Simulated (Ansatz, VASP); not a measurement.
# KCeS2 in two plane-wave programs, part 2 of 2

One calculation is typed for both programs; each brings its own data sets and cutoff. How far apart do they land? The cell is taken from a series of VASP runs on this material, whose earlier steps may have relaxed, scaled or displaced it; both programs get it as it stands. Other levels of theory on this material are compared in a session of their own.

VASP 6.6.1 and Ansatz 0.2.0.

So far: Starting point; VASP: band structure, PBEsol, DFT+U.

In doubt: a part-filled 4f shell, where there is one, can sit in one of many states, so energies may not be the lowest and differences between runs may mislead; derivatives with an open 4f shell can jump between states, which bears on forces and vibrations.

## (3) Ansatz: band structure, PBEsol, DFT+U

Level of this step: Ansatz beside VASP: Kohn-Sham DFT, plane waves, PBEsol, DFT+U (Ansatz).

Ansatz runs on its default PAW (the set named soft_2) files.

The same cell, functional, mesh and smearing now go to Ansatz, which takes its cutoff from its data sets.

The input, input.yaml:

```yaml
crystal:
  lattice:
    - [2.1041055605, 1.2148059118, 7.2583261421]
    - [-2.1041055605, 1.2148059118, 7.2583261421]
    - [0.0, -2.4296118235, 7.2583261421]
  atoms:
    - { symbol: K, position: [0.5, 0.5, 0.5] }
    - { symbol: Ce, position: [0.0, 0.0, 0.0], spin: 0.992 }
    - { symbol: S, position: [0.2629669045, 0.2629669045, 0.2629669045], spin: -0.01 }
    - { symbol: S, position: [0.7370330955, 0.7370330955, 0.7370330955], spin: -0.01 }
hamiltonian:
  xc: pbesol
  pseudopotentials: { kind: paw }
  hubbard: { sites: [{ species: Ce, l: f, u_eff: 6.0 }] }
magnetization:
  spin_polarized: true
kpoints:
  mp_grid: { grid: [7, 7, 7] }
  band_path:
    path:
      - [0.0, 0.0, 0.0]
      - [0.13333, 0.0, 0.0]
      - [0.3, 0.0, 0.0]
      - [0.46667, 0.0, 0.0]
      - [0.5, 0.03707, -0.03707]
      - [0.5, 0.09885, -0.09885]
      - [0.5, 0.16063, -0.16063]
      - [0.7727, 0.5, 0.2273]
      - [0.66782, 0.5, 0.33218]
      - [0.56293, 0.5, 0.43707]
      - [0.46667, 0.46667, 0.46667]
      - [0.3, 0.3, 0.3]
      - [0.13333, 0.13333, 0.13333]
      - [0.0, 0.0, 0.0]
      - [0.11422, 0.0, -0.11422]
      - [0.2056, 0.0, -0.2056]
      - [0.31983, 0.0, -0.31983]
      - [0.62586, 0.37414, 0.0]
      - [0.57342, 0.42658, 0.0]
      - [0.52098, 0.47902, 0.0]
      - [0.52098, 0.52098, 0.02471]
      - [0.57342, 0.57342, 0.08649]
      - [0.62586, 0.62586, 0.14827]
      - [0.64684, 0.64684, 0.20632]
      - [0.5944, 0.5944, 0.3112]
      - [0.54195, 0.54195, 0.41609]
      - [0.5, 0.0, 0.0]
      - [0.60489, 0.11422, 0.11422]
      - [0.70977, 0.22845, 0.22845]
      - [0.81466, 0.34267, 0.34267]
    npoints: 1
scf:
  occupations: { method: gaussian, width: 0.05 }
  n_extra_bands: 10
output:
  forces: true
  stress: true
  eigenvalues: true
```

Command:

```console
$ ansatz run input.yaml --threads 2 --pin off --max-ram 4608MiB --backend cpu --events-out ev --progress --plain --runs-dir out
```

Numbers of over 12 decimals in the logs are rounded to 6 here.

The program printed:

```text
basis.fft_grid_basis auto: the FFT boxes are laid along the combinations [[1, 0, -1], [0, 1, -1], [0, 0, 1]] of the cell's own vectors, 4.208, 4.208 and 7.654 Å long. The dense box has 30×30×54 points. Along the cell's own vectors, as sized, it would have 54×54×54, 3.24 times as many. Of the 12 symmetry operations that the crystal satisfies within crystal.symmetry.tolerance (time reversal apart; of a slab, those that [...]
K: projections on atomic orbitals take those of the free atom [Ne] 3s2 3p6 4s1, of charge +0.00 (hamiltonian.pseudopotentials.projection_atoms); the dataset's partial waves leave at most 2.3e-7 of an orbital's norm unspanned inside its sphere
Ce: projections on atomic orbitals take those of the free atom [Kr 4d10] 4f1 5s2 5p6 5d1 6s2, of charge +0.00 (hamiltonian.pseudopotentials.projection_atoms); the dataset's partial waves leave at most 1.4e-5 of an orbital's norm unspanned inside its sphere
S: projections on atomic orbitals take those of the free atom [Ne] 3s2 3p4, of charge +0.00 (hamiltonian.pseudopotentials.projection_atoms); the dataset's partial waves leave at most 1.6e-7 of an orbital's norm unspanned inside its sphere
scf.n_extra_bands = 10 over 17 filled bands (N_el = 33.0): the run solves 27 bands
Engine: ansatz 0.2.0, aarch64-unknown-linux-gnu
Pseudopotentials: kind: paw
Pseudopotential: K, paw, valence charge 9, recommended cutoff 420 eV (normal), K.paw.azcp
Pseudopotential: Ce, paw, valence charge 12, recommended cutoff 420 eV (normal), Ce.paw.azcp
Pseudopotential: S, paw, valence charge 6, recommended cutoff 420 eV (normal), S.paw.azcp
Functional definition: PBEsol
  exchange = pbesol_x
  correlation = pbesol_c
Crystal: 4 atoms, lattice volume = 111.317 Å³
Basis set: ecut = 420 eV, 2149 PW (Γ), FFT grids on a1−a3, a2−a3, a3, exchange–correlation on 60×60×108 points (8 copies of the dense FFT grid, shifted against one another)
Bands: 32, of which v1, the nominal top of the filled ones, is band 17 counted from 1 (16 counted from 0)
Symmetry: 12 space group operations
Space group: R-3m (ITA 166), of the structure as read, at distance tolerance 4.8e-5 Å
Magnetic group: BNS 166.97 (UNI 1327), of the structure as read, at distance tolerance 4.8e-5 Å
k-points: 44 of 343
Non-local potential: K, projectors of the file, l = 0: 3, l = 1: 2, l = 2: 2
Non-local potential: Ce, projectors of the file, l = 0: 3, l = 1: 2, l = 2: 2, l = 3: 3
Non-local potential: S, projectors of the file, l = 0: 2, l = 1: 2, l = 2: 2
PAW form: soft (Blöchl's): semilocal exchange-correlation on the pseudo side does not see the compensation charge
PAW frozen core: K, regenerated for the run's functional, and the local potential with it (the file was generated under x = pbe(κ = 0.804, μ = 0.219515), c = pbe(β = 0.066725))
PAW frozen core: Ce, regenerated for the run's functional, and the local potential with it (the file was generated under x = pbe(κ = 0.804, μ = 0.219515), c = pbe(β = 0.066725))
PAW frozen core: S, regenerated for the run's functional, and the local potential with it (the file was generated under x = pbe(κ = 0.804, μ = 0.219515), c = pbe(β = 0.066725))
PAW one-centre angular grid: K, 110 points (default); XC on 64 Gauss nodes
PAW one-centre angular grid: Ce, 590 points (default); XC on 64 Gauss nodes
PAW one-centre angular grid: S, 110 points (default); XC on 64 Gauss nodes
Initial density: superposition of atomic densities (chi_scale 0.1, normalization cell, long waves kept (reshape's long-wave potential 0.05 eV rms))
Starting moments: Σ|m| = 0.02 μB on 2 of 4 sites
Initial wavefunctions: pseudopotential atomic-orbital guess
Functional: x = pbesol(κ = 0.804, μ = 0.123457), c = pbesol(β = 0.046)
SCF iter   1: F=—  HF=-9778.014118 eV  |F-HF|=—  |Δ(HF+E_count)|=         —  Δρ=5.84e-2 (↑2.19e-2 ↓5.84e-2)  dr2=2.73e0  dr2_m=5.32e-1  M=1.000 μB ∫|m|=1.026 μB  β_m=0.30  ethr=3.10e-3  ⟨swp⟩=6.1  Hψ=14326  notcnv=0  defer=55
preconditioner: auto → Kerker (q_TF=auto, 2.228 Å⁻¹)  [metal: Δε(μ)=0.006 eV  Ē_g=13.883 eV  σ=0.050 eV  W_gap=0.07  n_scr=22 (ndim 8)  ℏωp=19.0 eV  f_vac=0.001  D(μ)=3.90/eV (n_scr^D=28)]
spin=Collinear: Kerker preconditioning applied to the charge; magnetization (m = ρ↑ − ρ↓) channel mixes plain (no charge-response kernel on spin).
SCF iter   2: F=—  HF=-9777.468677 eV  |F-HF|=—  |Δ(HF+E_count)|=   5.45e-1  Δρ=4.17e-2 (↑1.54e-2 ↓4.17e-2)  dr2=1.46e0  dr2_m=2.83e-1  M=1.000 μB ∫|m|=1.025 μB  β_m=0.65  ethr=3.10e-3  ⟨swp⟩=3.1  Hψ=5769  notcnv=0
SCF iter   3: F=—  HF=-9777.044118 eV  |F-HF|=—  |Δ(HF+E_count)|=   4.25e-1  Δρ=3.08e-3 (↑3.08e-3 ↓2.89e-3)  dr2=8.59e-2  dr2_m=1.31e-4  M=1.000 μB ∫|m|=1.022 μB  β_m=0.82  ethr=3.10e-3  ⟨swp⟩=4.1  Hψ=7795  notcnv=0  defer=1
SCF iter   4: F=—  HF=-9777.057045 eV  |F-HF|=—  |Δ(HF+E_count)|=   1.29e-2  Δρ=1.24e-3 (↑1.24e-3 ↓9.87e-4)  dr2=1.27e-2  dr2_m=9.86e-5  M=1.000 μB ∫|m|=1.033 μB  β_m=0.91  ethr=2.60e-4  ⟨swp⟩=3.3  Hψ=5782  notcnv=0
SCF iter   5: F=—  HF=-9777.059025 eV  |F-HF|=—  |Δ(HF+E_count)|=   1.98e-3  Δρ=4.19e-4 (↑3.73e-4 ↓4.19e-4)  dr2=1.41e-3  dr2_m=7.65e-6  M=1.000 μB ∫|m|=1.041 μB  β_m=0.95  ethr=3.84e-5  ⟨swp⟩=2.1  Hψ=5217  notcnv=0
SCF iter   6: F=—  HF=-9777.059636 eV  |F-HF|=—  |Δ(HF+E_count)|=   6.10e-4  Δρ=1.39e-4 (↑1.39e-4 ↓1.13e-4)  dr2=1.25e-4  dr2_m=5.95e-7  M=1.000 μB ∫|m|=1.047 μB  β_m=0.98  ethr=4.28e-6  ⟨swp⟩=2.8  Hψ=4815  notcnv=0
SCF iter   7: F=—  HF=-9777.059664 eV  |F-HF|=—  |Δ(HF+E_count)|=   2.87e-5  Δρ=3.92e-5 (↑3.44e-5 ↓3.92e-5)  dr2=1.37e-5  dr2_m=1.29e-7  M=1.000 μB ∫|m|=1.047 μB  β_m=0.99  ethr=3.80e-7  ⟨swp⟩=2.4  Hψ=4326  notcnv=0
Bands: 27, of which v1, the nominal top of the filled ones, is band 17 counted from 1 (16 counted from 0)
Initial density: handed on by an earlier stage of this run
Starting moments: Σ|m| = 0.02 μB on 2 of 4 sites; this step starts from the density that it was given
SCF iter   1: F=—  HF=-9777.103179 eV  |F-HF|=—  |Δ(HF+E_count)|=         —  Δρ=1.28e-2 (↑1.28e-2 ↓3.78e-4)  dr2=3.66e-2  dr2_m=4.37e-2  M=1.000 μB ∫|m|=1.085 μB  ethr=3.03e-6  ⟨swp⟩=9.0  Hψ=15062  notcnv=0  defer=12
iteration 1: the SCF starts in the orbital order of the open f shells that the search before it chose, by its bands or by converging an SCF in each of two, with that order's moments; no other order was found more than 0.2 meV higher (one found slightly lower counts as degenerate)
preconditioner: auto → Resta (q_TF=auto, 2.228 Å⁻¹)  ε∞=3.7  [insulator: Δε(μ)=1.481 eV  Ē_g=11.545 eV  σ=0.050 eV  W_gap=1.00  n_scr=22 (ndim 8)  ℏωp=19.0 eV  f_vac=0.026  D(μ)=0.00/eV (n_scr^D=0)  ε∞_Penn≈3.7]
spin=Collinear: Resta preconditioning applied to the charge; magnetization (m = ρ↑ − ρ↓) channel mixes plain (no charge-response kernel on spin).
SCF iter   2: F=—  HF=-9777.108213 eV  |F-HF|=—  |Δ(HF+E_count)|=   5.03e-3  Δρ=7.46e-4 (↑5.23e-4 ↓7.46e-4)  dr2=1.39e-3  dr2_m=1.43e-4  M=1.000 μB ∫|m|=1.087 μB  β_m=0.30  ethr=3.03e-6  ⟨swp⟩=4.3  Hψ=7935  notcnv=0
SCF iter   3: F=—  HF=-9777.108002 eV  |F-HF|=—  |Δ(HF+E_count)|=   2.11e-4  Δρ=5.22e-4 (↑3.03e-4 ↓5.22e-4)  dr2=3.95e-4  dr2_m=7.77e-5  M=1.000 μB ∫|m|=1.088 μB  β_m=0.49  ethr=3.03e-6  ⟨swp⟩=2.2  Hψ=3005  notcnv=0
SCF iter   4: F=—  HF=-9777.107982 eV  |F-HF|=—  |Δ(HF+E_count)|=   1.98e-5  Δρ=1.69e-4 (↑5.80e-5 ↓1.69e-4)  dr2=1.22e-5  dr2_m=9.29e-6  M=1.000 μB ∫|m|=1.088 μB  β_m=0.68  ethr=1.20e-6  ⟨swp⟩=2.1  Hψ=3153  notcnv=0
SCF iter   5: F=—  HF=-9777.107995 eV  |F-HF|=—  |Δ(HF+E_count)|=   1.26e-5  Δρ=1.63e-5 (↑1.52e-5 ↓1.63e-5)  dr2=3.41e-7  dr2_m=1.60e-7  M=1.000 μB ∫|m|=1.088 μB  β_m=0.84  ethr=3.71e-8  ⟨swp⟩=2.0  Hψ=3745  notcnv=0
SCF iter   6: F=—  HF=-9777.107996 eV  |F-HF|=—  |Δ(HF+E_count)|=   9.78e-7  Δρ=8.03e-6 (↑8.03e-6 ↓2.84e-6)  dr2=3.69e-8  dr2_m=2.18e-8  M=1.000 μB ∫|m|=1.088 μB  β_m=0.92  ethr=3.03e-10  ⟨swp⟩=7.3  Hψ=12101  notcnv=0
SCF iter   7: F=—  HF=-9777.107996 eV  |F-HF|=—  |Δ(HF+E_count)|=   9.07e-7  Δρ=5.26e-6 (↑5.26e-6 ↓2.67e-6)  dr2=1.47e-8  dr2_m=1.12e-8  M=1.000 μB ∫|m|=1.088 μB  β_m=0.96  ethr=1.12e-10  ⟨swp⟩=5.5  Hψ=9714  notcnv=0
SCF iter   8: F=-9777.107997 eV  HF=-9777.107997 eV  |F-HF|=1.28e-9  |Δ(HF+E_count)|=   6.79e-7  Δρ=1.88e-6 (↑1.88e-6 ↓1.24e-6)  dr2=1.24e-8  dr2_m=9.57e-10  M=1.000 μB ∫|m|=1.088 μB  ethr=4.45e-11  ⟨swp⟩=6.5  Hψ=10447  notcnv=0
SCF 1 converged in 8 iterations: F = -9777.107997 eV  dr2 = 1.24e-8
  greatest PAW one-centre occupation: 0.987 electrons in one spin orbital (limit 2), on the K atom at site 0 (counted from 0), in its partial waves of l = 0
NSCF: frozen V_eff on 30 k-points
SCF converged after 15 iterations (7 of them in the search for the orbital order of the open f shells)
Magnetization: 1.0000 μB (17.0000 up, 16.0000 down)
Absolute magnetization: 1.0687 μB (∫|ρ↑−ρ↓|, with the PAW one-centre terms)
Spin contamination: 0.0010 ħ² per cell (⟨S²⟩ above its minimum at these occupations)
Per-site moments (μB) at R_I (Å): [(-0.00059993, 1.323871), (0.974545, 1.184869), (-0.011821, 1.184869), (-0.011821, 1.184869)]
Free energy (F): -9777.107997 eV
Harris-Foulkes:  -9777.107997 eV  (|F-HF|=1.28e-9)
Internal energy: -9777.107997 eV  (E = F + TS)
E sigma→0 (E₀):  -9777.107997 eV
Fermi energy:    6.785495 eV
--- Per-component energies (eV) ---
  E_band       = -160.855862
  E_kinetic    = 836.191925
  E_local      = -1343.521353  (includes V_loc(G=0)·N_el)
  E_nonlocal   = 34.382081
  E_hartree    = 453.282492
  E_xc         = -547.314991
  E_vxc        = -585.307334  (∫ρ·V_xc dr)
  E_hubbard    = 0.325610  (on-site DFT+U / exact-exchange correction)
  E_vhub       = -2.664933  (the Hubbard potential's part of the band-sum identity)
  E_paw        = -7320.871742  (= ΣΔE_a)
  E_vpaw       = -6.502341  (= ΣTr[D̂ρ^β])
  E_aug_tail   = 0.000000  (compensation charges beyond the density's cutoff)
  E_ewald      = -1890.040098
  E_core_change = 0.458079  (= ΣΔE_core)
  E_smearing   = -0.000000  (= −TS)
  E_closure    = 0.000000  (closes the sum)
  Σ components = -9777.107997   (vs F -9777.107997, Δ=0.00e0)
--- Forces (eV/Å), atoms counted from 1 ---
  atom   1  K     -0.00000000     0.00000000     0.00000000
  atom   2  Ce    -0.00000000     0.00000000     0.00000000
  atom   3  S      0.00000000     0.00000000     0.04552622
  atom   4  S      0.00000000    -0.00000000    -0.04552622
  max |Σ_I F_I| component: 1.39e-17 eV/Å
--- Stress (GPa, compression-positive) ---
       -0.206825       0.000000       0.000000
        0.000000      -0.206825       0.000000
        0.000000       0.000000      -0.171263
  P = ⅓ Tr σ = -0.1950 GPa (-1.950 kbar)
--- Band table (eV; the first three rows and the last of 88) ---
  k-point 0 ↑: bands = [... 13 lower, 4.2075, 5.4472, 5.6369, 5.6369, 9.0317, 9.0317, 9.5273, 9.5801, ... 6 higher]
  k-point 1 ↑: bands = [... 13 lower, 4.2676, 5.0224, 5.4726, 5.4897, 8.9019, 9.3604, 9.6665, 10.0875, ... 6 higher]
  k-point 2 ↑: bands = [... 13 lower, 4.2871, 4.4261, 5.2516, 5.3639, 8.6026, 9.9105, 9.9708, 10.1933, ... 6 higher]
  k-point 43 ↓: bands = [... 13 lower, 5.0705, 5.1704, 5.4168, 8.9153, 9.6075, 9.7983, 10.4599, 10.9248, ... 6 higher]
Occupation matrices written to <dir>
```

Run time: 36 s. Hardware: 2 threads of Arm Neoverse V2, shared host; peak memory 0.57 GiB.

## (4) Comparison

Known differences besides the potentials themselves: U acts on the PAW sphere in VASP and on atomic orbitals in Ansatz, so only states and trends compare; the cutoff is 420 eV in Ansatz and 400 eV in VASP; Ansatz makes its cores anew for this functional, VASP keeps those of its PBE data sets; site moments are counted in spheres of each program's own size. Total energies have different zeros and are not compared.

The two programs side by side:

```tsv
quantity	Ansatz	VASP	difference
pressure (GPa)	-0.19	0.02	-0.21
total moment (μB)	1.00	1.00	0.00
moment on Ce2 (μB)	0.97	0.99	-0.02
```

At this near-relaxed geometry the largest component of a force difference is 45 meV/Å.

## (5) Results

```yaml
difference_in_total_moment_band_structure_pbesol_dft_u: 0 μB
r_m_s_force_difference_band_structure_pbesol_dft_u: 18 meV/Å
```

**Reading.** The r.m.s. force difference is 18 meV/Å (band structure, PBEsol, DFT+U). 3 further runs of this series are not shown here. How closely two codes agree says nothing of how well the functional describes the real material.

[Lines on the potential files, build, host, timing and source positions are cut from VASP's logs without a mark.]

[Logs are printed without paths, hosts, clocks, repeated set-up lines and the standing remarks that a program may print on its own settings, such as how far it seeks lower states.]

[Hosts, paths, dates, database ids (printed as entryN), source tags and the programs' standing remarks are cut or masked in the printed files.]
